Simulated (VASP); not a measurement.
A convergence study with VASP on Se (trig): one setting is varied, all else stays as given below, so the limit is that of these other settings. Each run relaxes cell and ions from the cell shown.

```yaml
crystal:
  lattice:
    - [2.18500, -3.78453, 0.00000]
    - [2.18500, 3.78453, 0.00000]
    - [0.00000, 0.00000, 4.95000]
  atoms:
    - { symbol: Se, position: [0.00000, 0.22500, 0.66667] }
    - { symbol: Se, position: [0.77500, 0.77500, 0.00000] }
    - { symbol: Se, position: [0.22500, 0.00000, 0.33333] }
```

Method: PBE GGA, VASP's PBE PAW potentials (set 64) (plane waves; VASP). The tightest run used: 550 eV cut-off, 10×10×7 Γ-centred mesh, Gaussian smearing of 0.050 eV, potentials Se.

| setting | relaxed volume (Å³/atom) | E (eV/atom) | irreducible k-points |
|---|---|---|---|
| 2×2×1 mesh | 41.787 | -3.9238 | 2 |
| 3×3×2 mesh | 28.736 | -3.4701 | 6 |
| 4×4×3 mesh | 30.525 | -3.5055 | 9 |
| 6×6×4 mesh | 29.692 | -3.5030 | 24 |

Question: These are the cheaper rows. Estimate the results at 10×10×7 mesh, and how far the last row shown lies from them.

Answer: 
```
quantity                  tightest run  last row shown is off by
------------------------  ------------  ------------------------
relaxed volume (Å³/atom)        29.759                    -0.067
E (eV/atom)                    -3.5036                    0.0006
```

Left out are rungs that failed or repeat a setting and relaxations that didn't move; long series are thinned to 24 rows.

The compound is Se in the trig structure.
